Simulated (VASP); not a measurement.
**MgMo: structure and properties in VASP**

Aim: relax MgMo, then compute properties on the relaxed cell. The steps: relaxing cell and atoms (rSCAN), second relaxation, single point with fields (rSCAN), bands along the symmetry lines (rSCAN), total and projected DOS (rSCAN) and zone-centre phonons (rSCAN). The cell is invented: it takes the structure of a Materials Project entry for MgZr (space group 166 there), with some of its atoms replaced by other elements, volume scaled by an estimate. It may not be a known or stable phase. Left out of this account: 2 further runs (core levels: core levels are not valid at this level; density of states: it ended just at its time limit, and its output was not read).

Program: VASP 6.6.1. Level of theory: rSCAN; plane waves and PAW (Mo_sv, Mg); invented cell. Results are calculated unless marked as measured.

This is a report of a sequence of runs, with most program output left out.

## Step 1: Starting point

Before any relaxation, the start is as follows. Symmetry: R-3m, No. 166, trigonal system. Conventional cell: a = 2.913 Å, b = 2.913 Å, c = 15.756 Å, α = 90.00°, β = 90.00°, γ = 120.00°. Nearest to Mo lie 6 Mo at 2.91 Å and 6 Mg at 3.12 Å. Nearest to Mg lie 6 Mg at 2.91 Å and 6 Mo at 3.12 Å. It derives from MgZr. it takes the structure of a Materials Project entry for MgZr (space group 166 there), with some of its atoms replaced by other elements, volume scaled by an estimate. Farther neighbours are not listed.

As a file:

```xyz
2
Lattice="1.4563 0.8408 5.2521 -1.4563 0.8408 5.2521 0.0000 -1.6816 5.2521" Properties=species:S:1:pos:R:3 pbc="T T T"
Mo    0.0000    0.0000    7.8781
Mg    0.0000    0.0000    0.0000
```

## Step 2: Relaxing cell and atoms (rSCAN)

Properties are meant for the cell that this level of theory prefers, so cell and atoms are relaxed first (ISIF = 3) until forces and stress are small; EDIFFG sets the threshold.

Input file INCAR:

```
SYSTEM = MgMo
PREC = Accurate
ENCUT = 400
EDIFF = 1E-06
NELM = 100
ISMEAR = 1
SIGMA = 0.2
LREAL = .FALSE.
ALGO = Normal
METAGGA = RSCAN
LASPH = .TRUE.
LORBIT = 11
LWAVE = .FALSE.
LCHARG = .FALSE.
IBRION = 2
NSW = 60
ISIF = 3
EDIFFG = -0.01
```

Input file POSCAR:

```
MgMo
1.0
    1.4562970000      0.8407940000      5.2520970000
   -1.4562970000      0.8407940000      5.2520970000
    0.0000000000     -1.6815870000      5.2520970000
Mo Mg
1 1
Direct
    0.5000000000      0.5000000000      0.5000000000
    0.0000000000      0.0000000000      0.0000000000
```

Input file KPOINTS:

```
Automatic mesh
0
Gamma
9 9 9
0 0 0
```

Potentials, in the order of the species: Mo_sv and Mg (PBE family, release 64).

The run is started by

```bash
$ mpirun -np 1 vasp_std
```

Run time: 20 min. Hardware: 1 MPI rank of AMD EPYC 9R14 (Zen 4), shared host; peak memory 0.21 GiB.

The k-mesh is coarse for a metal. The PAW data sets were made with PBE, which is usual practice but a small mismatch for other functionals. After so large a change of volume the plane waves of the start cell no longer fit, so the final stress carries a basis-set error. The run keeps the 12 symmetry operations of its start, so it cannot find a distortion of lower symmetry.

The steps of the relaxation:

| step | energy less that of the first step (eV) | largest force (eV/Å) | pressure (GPa) | volume (Å³) |
| --- | --- | --- | --- | --- |
| 1 | 0.0000 | 0.0000 | -12.44 | 38.59 |
| 2 | -0.0759 | 0.0000 | 15.97 | 30.79 |
| 3 | -0.2146 | 0.0000 | 0.51 | 33.95 |
| 4 | -0.2146 | 0.0000 | 0.83 | 33.86 |
| 5 | -0.2231 | 0.0000 | 0.22 | 33.90 |
| 6 | -0.2240 | 0.0000 | 0.35 | 33.89 |
| 7 | -0.2241 | 0.0000 | -0.28 | 34.05 |
| 8 | -0.2241 | 0.0000 | 0.01 | 33.98 |

| conventional cell, symmetrised | before | after | change |
| --- | --- | --- | --- |
| a (Å) | 2.913 | 2.833 | -2.7 % |
| b (Å) | 2.913 | 2.833 | -2.7 % |
| c (Å) | 15.756 | 14.663 | -6.9 % |
| volume (Å³/atom) | 19.29 | 16.99 | -11.9 % |

The relaxed structure:

```xyz
2
Lattice="1.4166 0.8179 4.8877 -1.4166 0.8179 4.8877 0.0000 -1.6357 4.8877" Properties=species:S:1:pos:R:3 pbc="T T T"
Mo    0.0000    0.0000    7.3316
Mg    0.0000    0.0000    0.0000
```

This step gave:

```yaml
electrons: 16
bands: 12
irreducible_k_points: 85
symmetry_operations: 12
free_energy_toten: -44.60 eV
energy_at_zero_smearing: -44.60 eV
fermi_energy: 7.358 eV
pressure: 0.008731 GPa
metallic: yes
scf_cycles_over_all_ionic_steps: 66
```

It ends with forces that vanish by symmetry and a pressure of 0.01 GPa.

## Step 3: Second relaxation

The basis stayed that of the start cell while the cell moved. A rerun from the cell reached resets it; the error of the finite cutoff stays.

INCAR is that of step 2.

Input file POSCAR:

```
MgMo
1.0
    1.4165640612      0.8178541277      4.8877257563
   -1.4165640612      0.8178541277      4.8877257563
    0.0000000000     -1.6357073528      4.8877257673
Mo Mg
1 1
Direct
    0.5000000000      0.5000000000      0.5000000000
    0.0000000000      0.0000000000      0.0000000000
```

KPOINTS is that of step 2.

The run is started by

```bash
$ mpirun -np 1 vasp_std
```

The job ended after 6.8 min (1 MPI rank; peak memory 0.2 GiB).

Little changed from the start: no atom moved by 0.005 Å and no cell edge by 0.1 %.

This step gave:

```yaml
fermi_energy: 7.376 eV
pressure: 0.06642 GPa
scf_cycles_over_all_ionic_steps: 24
```

It ends with forces that vanish by symmetry and a pressure of 0.07 GPa.

## Step 4: Single point with fields (rSCAN)

A single point on the relaxed cell gives a clean self-consistent state, with density, ELF and potential written out.

INCAR, as its differences from that of step 3:

```diff
@@ -13,6 +13,5 @@
 LWAVE = .FALSE.
-LCHARG = .FALSE.
-IBRION = 2
-NSW = 60
-ISIF = 3
-EDIFFG = -0.01
+LCHARG = .TRUE.
+ISIF = 2
+LELF = .TRUE.
+LVHAR = .TRUE.
```

Input file POSCAR:

```
MgMo
1.0
    1.4159033038      0.8174726386      4.8840596074
   -1.4159033038      0.8174726386      4.8840596074
    0.0000000000     -1.6349443758      4.8840596185
Mo Mg
1 1
Direct
    0.5000000000      0.5000000000      0.5000000000
    0.0000000000      0.0000000000      0.0000000000
```

KPOINTS is that of step 3.

The run is started by

```bash
$ mpirun -np 1 vasp_std
```

The job ended after 3.4 min (1 MPI rank; peak memory 0.19 GiB).

This step gave:

```yaml
scf_cycles: 13
pressure: 0.01835 GPa
```

Valence electrons inside each PAW sphere by angular momentum. Sphere charges, by row:

| atom | s (e) | p (e) | d (e) | tot (e) |
| --- | --- | --- | --- | --- |
| Mo1 | 2.352 | 6.143 | 3.844 | 12.34 |
| Mg2 | 0.213 | 0.192 | 0.029 | 0.435 |

Valence density in the ac plane of the cell as run, not the conventional one, at fractional y = 0.000, with atoms of Mg within 0.2 Å of it. It is the smooth field of the valence electrons, not physical close to the nuclei.

Values in e/Å³, 13 rows by 14 columns, each cell a mean:
```
0.04 0.04 0.06 0.12 0.17 0.20 0.26 0.32 0.33 0.27 0.22 0.17 0.12 0.06
0.07 0.04 0.04 0.07 0.13 0.16 0.20 0.26 0.34 0.34 0.28 0.22 0.18 0.13
0.13 0.08 0.06 0.06 0.09 0.13 0.16 0.20 0.27 0.35 0.36 0.29 0.22 0.18
0.18 0.14 0.10 0.08 0.08 0.11 0.14 0.16 0.20 0.26 0.35 0.36 0.29 0.23
0.23 0.18 0.15 0.12 0.11 0.11 0.12 0.14 0.16 0.19 0.26 0.33 0.35 0.29
0.29 0.23 0.18 0.16 0.14 0.12 0.12 0.13 0.14 0.16 0.19 0.24 0.31 0.34
0.33 0.31 0.24 0.19 0.16 0.14 0.13 0.12 0.13 0.14 0.16 0.18 0.23 0.30
0.29 0.34 0.32 0.25 0.19 0.16 0.14 0.13 0.12 0.12 0.13 0.15 0.18 0.23
0.23 0.29 0.35 0.34 0.26 0.20 0.16 0.14 0.12 0.10 0.09 0.11 0.15 0.18
0.18 0.22 0.29 0.36 0.35 0.27 0.20 0.16 0.14 0.10 0.07 0.07 0.09 0.14
0.13 0.18 0.22 0.28 0.35 0.34 0.27 0.20 0.16 0.13 0.08 0.05 0.05 0.07
0.06 0.12 0.17 0.22 0.27 0.33 0.33 0.26 0.20 0.17 0.12 0.07 0.04 0.04
0.04 0.06 0.12 0.17 0.21 0.27 0.32 0.32 0.26 0.21 0.17 0.12 0.06 0.04
```
Columns run along a (5.2 Å), rows up along c (5.2 Å). Atoms in or near the plane, at fractional coordinates: Mg at (0.00, 0.00).

Electrostatic potential energy in the ac plane of the cell as run, not the conventional one, at fractional y = 0.000, with atoms of Mg within 0.2 Å of it. With pseudopotentials it is smooth inside the atoms' cores, unlike the true potential.

Values in eV, 13 rows by 14 columns, each cell a mean:
```
-23 -23 -18  -7   0   1   0  -2  -1   0   1  -1  -8 -19
-18 -22 -22 -15  -5   0   1  -1  -1  -1   0   1   0  -7
 -5 -14 -19 -18 -10  -2   1   1  -1  -2  -1   0   1   0
  1  -3  -8 -12 -11  -5   0   1   1  -1  -2  -1   0   1
  1   1  -1  -4  -6  -5  -2   1   1   1  -1  -1  -1  -1
 -1   0   1   1  -1  -2  -2  -1   1   1   1   0  -1  -2
 -2  -1   0   1   1   1  -1  -2  -1   0   1   1   0  -1
 -1  -1  -1  -1   1   1   1  -1  -3  -4  -2   0   1   1
  1   0  -1  -2  -1   1   1   0  -3  -7  -9  -6  -2   1
  0   1   0  -1  -2  -1   1   1  -1  -7 -14 -16 -12  -4
 -6   0   1   0  -1  -1  -1   1   1  -3 -13 -20 -21 -17
-19  -8  -1   1   0  -1  -2  -1   1   0  -6 -17 -22 -23
-23 -19  -8  -1   1   0  -1  -2   0   1   0  -7 -19 -23
```
Columns run along a (5.2 Å; values clipped at the 3rd and 97th percentile), rows up along c (5.2 Å). Atoms in or near the plane, at fractional coordinates: Mg at (0.00, 0.00).

ELF in the ac plane of the cell as run, not the conventional one, at fractional y = 0.000, with atoms of Mg within 0.2 Å of it. It is the smooth field of the valence electrons, not physical close to the nuclei.

Values, 13 rows by 14 columns, each cell a mean:
```
0.00 0.00 0.10 0.38 0.51 0.44 0.34 0.31 0.33 0.39 0.49 0.55 0.39 0.09
0.12 0.02 0.02 0.16 0.42 0.48 0.38 0.29 0.29 0.32 0.39 0.50 0.56 0.42
0.44 0.20 0.07 0.08 0.26 0.47 0.46 0.32 0.24 0.27 0.32 0.38 0.49 0.56
0.53 0.48 0.32 0.19 0.21 0.38 0.51 0.44 0.29 0.22 0.26 0.31 0.37 0.46
0.42 0.47 0.49 0.44 0.35 0.36 0.46 0.52 0.43 0.29 0.23 0.26 0.31 0.36
0.34 0.35 0.40 0.48 0.50 0.46 0.44 0.49 0.53 0.45 0.32 0.26 0.28 0.32
0.32 0.30 0.29 0.34 0.45 0.52 0.49 0.45 0.48 0.51 0.47 0.37 0.32 0.32
0.35 0.32 0.27 0.24 0.29 0.43 0.53 0.49 0.41 0.41 0.47 0.49 0.44 0.39
0.44 0.37 0.32 0.26 0.22 0.28 0.43 0.52 0.44 0.29 0.27 0.38 0.48 0.50
0.54 0.48 0.38 0.32 0.27 0.23 0.29 0.44 0.49 0.33 0.14 0.11 0.25 0.46
0.42 0.56 0.50 0.39 0.32 0.28 0.26 0.34 0.46 0.45 0.21 0.04 0.03 0.14
0.09 0.39 0.56 0.50 0.39 0.33 0.30 0.31 0.40 0.50 0.40 0.13 0.01 0.01
0.00 0.08 0.37 0.54 0.48 0.38 0.33 0.32 0.36 0.46 0.53 0.38 0.09 0.00
```
Columns run along a (5.2 Å), rows up along c (5.2 Å). Atoms in or near the plane, at fractional coordinates: Mg at (0.00, 0.00).

In this run the pressure is 0.02 GPa, small enough to go on.

## Step 5: Bands along the symmetry lines (rSCAN)

The mesh alone shows little of the dispersion and can miss band extrema, so KPOINTS_OPT adds a path through the symmetry points after the self-consistent cycle.

INCAR, as its differences from that of step 4:

```diff
@@ -13,5 +13,2 @@
 LWAVE = .FALSE.
-LCHARG = .TRUE.
-ISIF = 2
-LELF = .TRUE.
-LVHAR = .TRUE.
+LCHARG = .FALSE.
```

POSCAR is that of step 4.

KPOINTS is that of step 4.

Input file KPOINTS_OPT:

```
Line mode
16
Line-mode
Reciprocal
  0.00000000   0.00000000   0.00000000 GAMMA
  0.50000000   0.00000000   0.00000000 L

  0.50000000   0.00000000   0.00000000 L
  0.50000000   0.18534306  -0.18534306 B1

  0.81465694   0.50000000   0.18534306 B
  0.50000000   0.50000000   0.50000000 Z

  0.50000000   0.50000000   0.50000000 Z
  0.00000000   0.00000000   0.00000000 GAMMA

  0.00000000   0.00000000   0.00000000 GAMMA
  0.34267153   0.00000000  -0.34267153 X

  0.65732847   0.34267153   0.00000000 Q
  0.50000000   0.50000000   0.00000000 F

  0.50000000   0.50000000   0.00000000 F
  0.65732847   0.65732847   0.18534306 P1

  0.65732847   0.65732847   0.18534306 P1
  0.50000000   0.50000000   0.50000000 Z

  0.50000000   0.00000000   0.00000000 L
  0.81465694   0.34267153   0.34267153 P
```

The run is started by

```bash
$ mpirun -np 1 vasp_std
```

The job ended after 6 min (1 MPI rank; peak memory 0.19 GiB).

Spin-orbit coupling is off here; it would split degenerate levels.

The electronic bands at the labelled points (eV, zero at the Fermi level; # counts the bands kept):

| point | #1 | #2 | #3 | #4 | #5 | #6 |
| --- | --- | --- | --- | --- | --- | --- |
| Γ | -7.74 | -3.92 | -0.95 | -0.25 | -0.25 | 2.35 |
| 0.53 of the way | -5.78 | -2.88 | -2.09 | -0.70 | 1.73 | 1.86 |
| L | -3.99 | -3.33 | -1.63 | -0.16 | 1.31 | 3.99 |
| 0.47 of the way | -3.14 | -2.83 | -1.28 | -0.53 | -0.07 | 2.89 |
| B1 | -2.33 | -1.63 | -1.58 | -1.10 | -0.49 | 2.01 |
| jump to B | -2.33 | -1.63 | -1.58 | -1.10 | -0.49 | 2.01 |
| 0.47 of the way | -4.67 | -3.07 | -1.81 | -1.17 | 0.53 | 1.23 |
| Z | -6.09 | -5.66 | -2.36 | -0.24 | -0.24 | 2.39 |
| 0.47 of the way | -7.17 | -4.46 | -1.92 | -0.24 | -0.24 | 2.37 |
| Γ | -7.74 | -3.92 | -0.95 | -0.25 | -0.25 | 2.35 |
| 0.47 of the way | -5.66 | -2.18 | -1.96 | -1.70 | 1.29 | 2.27 |
| X | -2.18 | -1.67 | -1.57 | -1.17 | -0.60 | 2.17 |
| jump to Q | -2.18 | -1.67 | -1.57 | -1.17 | -0.60 | 2.17 |
| 0.47 of the way | -3.23 | -2.84 | -0.93 | -0.61 | 0.17 | 1.76 |
| F | -3.95 | -3.42 | -0.81 | -0.73 | 1.37 | 2.28 |
| 0.47 of the way | -3.94 | -3.44 | -1.10 | -0.31 | 1.36 | 2.06 |
| P1 | -3.90 | -3.51 | -1.31 | 0.33 | 1.36 | 1.45 |
| 0.53 of the way | -5.23 | -4.12 | -1.80 | -0.95 | 0.73 | 1.23 |
| Z | -6.09 | -5.66 | -2.36 | -0.24 | -0.24 | 2.39 |
| jump to L | -3.99 | -3.33 | -1.63 | -0.16 | 1.31 | 3.99 |
| 0.53 of the way | -3.94 | -3.41 | -1.65 | 0.43 | 1.33 | 2.10 |
| P | -3.90 | -3.51 | -1.31 | 0.33 | 1.36 | 1.45 |

Of the projections kept (Mo, Mg), the largest for each band there; the rest of the weight can lie on other orbitals:

| point | #1 | #2 | #3 | #4 | #5 | #6 |
| --- | --- | --- | --- | --- | --- | --- |
| Γ | Mo 0.56 | Mo 0.96 | Mo 0.55 | Mo 1.00 | Mo 1.00 | Mo 1.00 |
| L | Mo 0.97 | Mo 0.92 | Mo 0.90 | Mg 0.59 | Mo 0.99 | Mo 0.63 |
| B1 | Mo 0.91 | Mo 0.97 | Mo 0.93 | Mo 0.96 | Mo 0.96 | Mo 0.56 |
| B | Mo 0.91 | Mo 0.97 | Mo 0.93 | Mo 0.96 | Mo 0.96 | Mo 0.56 |
| Z | Mg 0.81 | Mo 0.93 | Mo 0.95 | Mo 1.00 | Mo 1.00 | Mo 1.00 |
| Γ | Mo 0.56 | Mo 0.96 | Mo 0.55 | Mo 1.00 | Mo 1.00 | Mo 1.00 |

There is no gap at this level.

## Step 6: Total and projected DOS (rSCAN)

A density of states needs more k-points than a total energy; ISMEAR = -5 takes tetrahedra, and LORBIT projects the states on the PAW spheres. The mesh is finer than in the run before.

INCAR, as its differences from that of step 5:

```diff
@@ -5,3 +5,3 @@
 NELM = 100
-ISMEAR = 1
+ISMEAR = -5
 SIGMA = 0.2
@@ -14 +14,2 @@
 LCHARG = .FALSE.
+NEDOS = 2001
```

POSCAR is that of step 5.

Input file KPOINTS:

```
Automatic mesh
0
Gamma
13 13 13
0 0 0
```

The run is started by

```bash
$ mpirun -np 1 vasp_std
```

It took 9.8 min on 1 MPI rank; peak memory 0.24 GiB.

With tetrahedra the forces and stress of a metal are not exact derivatives of the energy.

Numbers from this step:

| Property | Result |
| --- | --- |
| SCF cycles | 15 |
| irreducible k-points | 231 |
| free energy (TOTEN) | -44.59 eV |
| Fermi energy | 7.35 eV |
| pressure | 0.1706 GPa |
| DOS at the Fermi level | 1.495 states/eV/cell |

The density of states has structure finer than the step of the table below, so its rows give means over 0.5 eV, whole bins alone (the curve runs from -12.0 to 4.2 eV). Peaks (eV: height): total -3.83: 1.51, -3.28: 1.93, -1.70: 3.65, -0.94: 2.25, 1.39: 2.28, 1.98: 2.51; Mo d -3.83: 0.629, -2.41: 1.03, -1.70: 2.10, -0.94: 1.47, 1.39: 1.76, 1.98: 1.76.

States under -12.0 eV and over 4.2 eV are left out. Table of density of states by energy, zero at the Fermi level; means over each step; values in states/eV/cell:

| energy (eV) | total | Mo d |
| --- | --- | --- |
| -8.0 | 0 | 0 |
| -7.5 | 0.0631 | 2.9e-4 |
| -7.0 | 0.153 | 0.00132 |
| -6.5 | 0.221 | 0.00339 |
| -6.0 | 0.303 | 0.00821 |
| -5.5 | 0.351 | 0.0184 |
| -5.0 | 0.436 | 0.0400 |
| -4.5 | 0.564 | 0.0887 |
| -4.0 | 1.02 | 0.337 |
| -3.5 | 1.45 | 0.641 |
| -3.0 | 1.81 | 0.955 |
| -2.5 | 1.51 | 0.848 |
| -2.0 | 1.89 | 1.10 |
| -1.5 | 1.80 | 0.933 |
| -1.0 | 1.86 | 1.16 |
| -0.5 | 1.83 | 1.14 |
| 0.0 | 1.44 | 0.798 |
| 0.5 | 1.40 | 0.867 |
| 1.0 | 1.43 | 1.00 |
| 1.5 | 1.88 | 1.37 |
| 2.0 | 1.84 | 1.21 |
| 2.5 | 1.22 | 0.747 |
| 3.0 | 0.823 | 0.432 |
| 3.5 | 0.676 | 0.381 |

The finer mesh and the other smearing move the Fermi level by -0.03 eV from the 9×9×9 run, a small shift, which tests the Fermi level alone.

## Step 7: Zone-centre phonons (rSCAN)

Zone-centre modes test whether the atoms sit at a minimum within this cell. IBRION = 6 takes the force constants from differences of forces between displaced cells, so the forces must be tight.

Input file INCAR:

```
SYSTEM = MgMo
PREC = Accurate
ENCUT = 400
EDIFF = 1E-08
NELM = 100
ISMEAR = 1
SIGMA = 0.2
LREAL = .FALSE.
ALGO = Normal
METAGGA = RSCAN
LASPH = .TRUE.
LORBIT = 11
LWAVE = .FALSE.
LCHARG = .FALSE.
IBRION = 6
NFREE = 2
POTIM = 0.015
ISIF = 2
NSW = 1
```

POSCAR is that of step 6.

Input file KPOINTS:

```
Automatic mesh
0
Gamma
9 9 9
0 0 0
```

The run is started by

```bash
$ mpirun -np 1 vasp_std
```

The job ended after 21 min (1 MPI rank).

The run was stopped at its time limit, by a STOPCAR file.

More ranks or a longer limit would be the way on.

## Step 8: Outcome

```json
{
  "relaxed volume": "16.96 Å³/atom",
  "relaxed conventional cell a, b, c": "2.832, 2.832, 14.652 Å; angles 90.0, 90.0, 120.0°",
  "space group after relaxing, within 0.02 Å": "R-3m (No. 166)",
  "band gap": "none, a metal",
  "DOS at the Fermi level": "1.49 states/eV/cell"
}
```

**Reading.** With rSCAN, MgMo relaxes to 16.96 Å³/atom in space group R-3m (held by the symmetry of the run) and comes out as a metal. Not obtained: zone-centre phonons (rSCAN), because the run hit its time limit. Bands along the symmetry lines (rSCAN): Of the bands kept, 2 cross the Fermi level on this path. Spin-orbit coupling is left out; it would split some degenerate bands. The k-sampling is coarse for a metal, so the Fermi level, pressures and the shape of the cell carry errors. No search among competing phases was made. All values are for a static lattice at zero temperature.

[Lines on the potential files, build, host, timing and source positions are cut from VASP's logs without a mark.]

[Logs are printed without paths, hosts, clocks, repeated set-up lines and the standing remarks that a program may print on its own settings, such as how far it seeks lower states.]

[Hosts, paths, dates, database ids (printed as entryN), source tags and the programs' standing remarks are cut or masked in the printed files.]

[A measured line is paired with the nearest computed mode of its activity, which favours agreement.]
